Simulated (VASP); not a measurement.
Method: PBE GGA, VASP's PBE PAW potentials (set 64) (plane waves; VASP).

Input for VASP

**INCAR**
```
! general
SYSTEM  = CdSe
PREC    = Accurate
ENCUT   = 400
LREAL   = .FALSE.
LASPH   = .TRUE.

! electronic loop
EDIFF   = 1E-6
NELM    = 100
ALGO    = Normal
LMAXMIX = 4

! smearing
ISMEAR  = 0
SIGMA   = 0.05

! functional
GGA     = PE

! ions
ISIF    = 2

! output
LWAVE   = .FALSE.
LCHARG  = .FALSE.
```

File KPOINTS:
```
Automatic
0
gamma
  7 7 4
0 0 0
```

POSCAR:
```
CdSe
1
    2.1500000000    -3.7239090000     0.0000000000
    2.1500000000     3.7239090000     0.0000000000
    0.0000000000     0.0000000000     7.0100000000
Cd Se
2 2
Direct
  0.6666670000   0.3333330000   0.5000000000
  0.3333330000   0.6666670000   0.0000000000
  0.6666670000   0.3333330000   0.8760000000
  0.3333330000   0.6666670000   0.3760000000
```

POTCAR, in this order: Cd Se (PBE.64 set). Program: vasp_std.

Output of the run:

File OUTCAR:
```
 ion  position               nearest neighbor table
   1  0.667  0.333  0.500-   4 2.63   4 2.63   4 2.63   3 2.64
   2  0.333  0.667  0.000-   3 2.63   3 2.63   3 2.63   4 2.64
   3  0.667  0.333  0.876-   2 2.63   2 2.63   2 2.63   1 2.64
   4  0.333  0.667  0.376-   1 2.63   1 2.63   1 2.63   2 2.64
  LATTYP: Found a hexagonal cell.
 ALAT       =     4.2999997954
 C/A-ratio  =     1.6302326357
 Subroutine PRICEL returns:
 Original cell was already a primitive cell.
 Subroutine GETGRP returns: Found 12 space group operations
The static configuration has the point symmetry C_3v.
 The point group associated with its full space group is C_6v.
The dynamic configuration has the point symmetry C_3v.
 Subroutine INISYM returns: Found 12 space group operations
 Subroutine IBZKPT returns following result:
 Found     24 irreducible k-points:

 Following reciprocal coordinates:
            Coordinates               Weight
  0.000000  0.000000  0.000000      1.000000
  0.142857  0.000000  0.000000      6.000000
  0.285714  0.000000  0.000000      6.000000
  0.428571  0.000000  0.000000      6.000000
  0.142857  0.142857  0.000000      6.000000
  0.285714  0.142857  0.000000     12.000000
  0.428571  0.142857  0.000000      6.000000
  0.285714  0.285714  0.000000      6.000000
  0.000000  0.000000  0.250000      2.000000
  0.142857  0.000000  0.250000     12.000000
  0.285714  0.000000  0.250000     12.000000
  0.428571  0.000000  0.250000     12.000000
  0.142857  0.142857  0.250000     12.000000
  0.285714  0.142857  0.250000     24.000000
  0.428571  0.142857  0.250000     12.000000
  0.285714  0.285714  0.250000     12.000000
  0.000000  0.000000  0.500000      1.000000
  0.142857  0.000000  0.500000      6.000000
  0.285714  0.000000  0.500000      6.000000
  0.428571  0.000000  0.500000      6.000000
  0.142857  0.142857  0.500000      6.000000
  0.285714  0.142857  0.500000     12.000000
  0.428571  0.142857  0.500000      6.000000
  0.285714  0.285714  0.500000      6.000000
   k-points           NKPTS =     24   k-points in BZ     NKDIM =     24   number of bands    NBANDS=     22
   number of dos      NEDOS =    301   number of ions     NIONS =      4
   total plane-waves  NPLWV =  37632
   dimension x,y,z NGX =    28 NGY =   28 NGZ =   48
   dimension x,y,z NGXF=    56 NGYF=   56 NGZF=   96
   ions per type =               2   2
   PREC   = accura    normal or accurate (medium, high low for compatibility)
   ISTART =      0    job   : 0-new  1-cont  2-samecut
   ICHARG =      2    charge: 1-file 2-atom 10-const
   ISPIN  =      1    spin polarized calculation?
   LNONCOLLINEAR =      F non collinear calculations
   LSORBIT =      F    spin-orbit coupling
   INIWAV =      1    electr: 0-lowe 1-rand  2-diag
   ENCUT  =  400.0 eV  29.40 Ry    5.42 a.u.   7.01  7.01 11.43*2*pi/ulx,y,z
   NELM   =    100;   NELMIN=  2; NELMDL= -5     # of ELM steps
   EDIFF  = 0.1E-05   stopping-criterion for ELM
   LREAL  =      F    real-space projection
   NLSPLINE    = F    spline interpolate recip. space projectors
   LMAXMIX     =    4 max onsite mixed and CHGCAR
   VOSKOWN=      0    Vosko Wilk Nusair interpolation
   EDIFFG = 0.1E-04   stopping-criterion for IOM
   NSW    =      0    number of steps for IOM
   NBLOCK =      1;   KBLOCK =      1    inner block; outer block
   IBRION =     -1    ionic relax: 0-MD 1-quasi-New 2-CG
   NFREE  =      0    steps in history (QN), initial steepest desc. (CG)
   ISIF   =      2    stress and relaxation
   ISYM   =      2    0-nonsym 1-usesym 2-fastsym
   TEIN   =    0.0    initial temperature
   TEBEG  =    0.0;   TEEND  =   0.0 temperature during run
   SMASS  =  -3.00    Nose mass-parameter (am)
   PSTRESS=    0.0 pullay stress
...
```

OSZICAR:
```
       N       E                     dE             d eps       ncg     rms          rms(c)
DAV:   1     0.211014664377E+03    0.21101E+03   -0.15064E+04  1056   0.119E+03
DAV:   2    -0.105790181689E+01   -0.21207E+03   -0.20795E+03  1206   0.319E+02
DAV:   3    -0.115842077187E+02   -0.10526E+02   -0.10498E+02  1236   0.739E+01
DAV:   4    -0.116671372906E+02   -0.82930E-01   -0.82895E-01  1206   0.620E+00
DAV:   5    -0.116678591723E+02   -0.72188E-03   -0.72185E-03  1272   0.526E-01    0.931E+00
DAV:   6    -0.109515454587E+02    0.71631E+00   -0.16181E+00  1282   0.129E+01    0.717E+00
DAV:   7    -0.109192311241E+02    0.32314E-01   -0.64166E-01  1164   0.446E+00    0.257E+00
DAV:   8    -0.109156571977E+02    0.35739E-02   -0.78746E-02  1122   0.310E+00    0.408E-01
DAV:   9    -0.109155933703E+02    0.63827E-04   -0.10678E-02  1212   0.134E+00    0.147E-01
DAV:  10    -0.109156817852E+02   -0.88415E-04   -0.11182E-03  1206   0.420E-01    0.768E-02
DAV:  11    -0.109157797271E+02   -0.97942E-04   -0.20931E-04  1140   0.969E-02    0.186E-02
DAV:  12    -0.109157766234E+02    0.31037E-05   -0.67122E-05  1342   0.918E-02    0.964E-03
DAV:  13    -0.109157785919E+02   -0.19685E-05   -0.13523E-05  1128   0.368E-02    0.406E-03
DAV:  14    -0.109157787702E+02   -0.17833E-06   -0.62432E-07   846   0.409E-03
   1 F= -.10915779E+02 E0= -.10915779E+02  d E =-.437007E-11
```

File OUTCAR:
```
------------------------ aborting loop because EDIFF is reached ----------------------------------------
  FORCE on cell =-STRESS in cart. coord.  units (eV):
  Direction    XX          YY          ZZ          XY          YZ          ZX
  --------------------------------------------------------------------------------------
  Total        2.0380604      2.0380601      2.0801791      0.0000000      0.0000000      0.0000000
  in kB       29.0898908     29.0898871     29.6910655      0.0000000      0.0000000      0.0000000
  external PRESSURE =      29.2902811 kB  Pullay stress =       0.0000000 kB
  volume of cell :      112.25
      direct lattice vectors                 reciprocal lattice vectors
     2.150000000 -3.723909000  0.000000000     0.232558140 -0.134267513  0.000000000
     2.150000000  3.723909000  0.000000000     0.232558140  0.134267513  0.000000000
     0.000000000  0.000000000  7.010000000     0.000000000  0.000000000  0.142653352
  FREE ENERGIE OF THE ION-ELECTRON SYSTEM (eV)
  ---------------------------------------------------
  free  energy   TOTEN  =       -10.9157787702 eV

  energy  without entropy=      -10.9157787702  energy(sigma->0) =      -10.91577877
```
(Selected blocks of OUTCAR.)

The compound is CdSe in the wurtzite structure. The cell was not relaxed at this level.
